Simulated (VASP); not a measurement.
Here is the system:

```
CELL_PARAMETERS angstrom
      1.90697    -5.25237     0.00000
      1.90697     5.25237     0.00000
      0.00000     0.00000     3.78251
ATOMIC_POSITIONS crystal
  Ge 0.87023 0.12977 0.25000
  Ge 0.12977 0.87023 0.75000
  S  0.64363 0.35637 0.25000
  S  0.35637 0.64363 0.75000
```

These are PBEsol GGA, VASP's PBE PAW potentials (set 64) (plane waves; VASP) values and carry that method's errors. Run with 400 eV cut-off, Gaussian smearing of 0.050 eV, potentials Ge_d S.

**Question.** Give the energies of bands 14 to 23 at the high-symmetry points, in eV from the valence-band maximum.

**Answer.** 
| band | Γ | Y | C0 | Z | A0 | T | S | R |
|---|---|---|---|---|---|---|---|---|
| 14 | -6.37 | -5.25 | -7.89 | -8.31 | -7.75 | -9.25 | -8.48 | -7.58 |
| 15 | -5.10 | -4.45 | -4.08 | -4.43 | -6.47 | -2.48 | -3.50 | -6.29 |
| 16 | -4.34 | -3.88 | -2.41 | -4.43 | -6.47 | -2.48 | -3.33 | -6.29 |
| 17 | -3.99 | -2.77 | -2.32 | -2.29 | -4.07 | -2.18 | -2.47 | -4.78 |
| 18 | -2.87 | -2.52 | -2.25 | -2.29 | -4.07 | -2.18 | -2.13 | -4.78 |
| 19 | -2.01 | -2.12 | -1.22 | -0.53 | -2.34 | -1.07 | -0.81 | -2.19 |
| 20 | -0.72 | -0.88 | -0.21 | -0.53 | -2.34 | -1.07 | -0.50 | -2.19 |
| 21 | 3.32 | 0.17 | 0.83 | 0.94 | 3.03 | 1.93 | 1.11 | 2.70 |
| 22 | 4.46 | 3.46 | 1.00 | 0.94 | 3.03 | 1.93 | 1.33 | 2.70 |
| 23 | 4.56 | 4.01 | 1.71 | 1.23 | 5.10 | 1.94 | 1.77 | 5.58 |

The gap is indirect, 0.16 eV, from the valence maximum at T-Y at 0.29 to the conduction minimum at Y-C0 at 0.14.

The structure comes from a computed database's GeS entry (Cmcm); how it stands against other phases isn't given here. It was relaxed first, which changed the volume by -8 %.
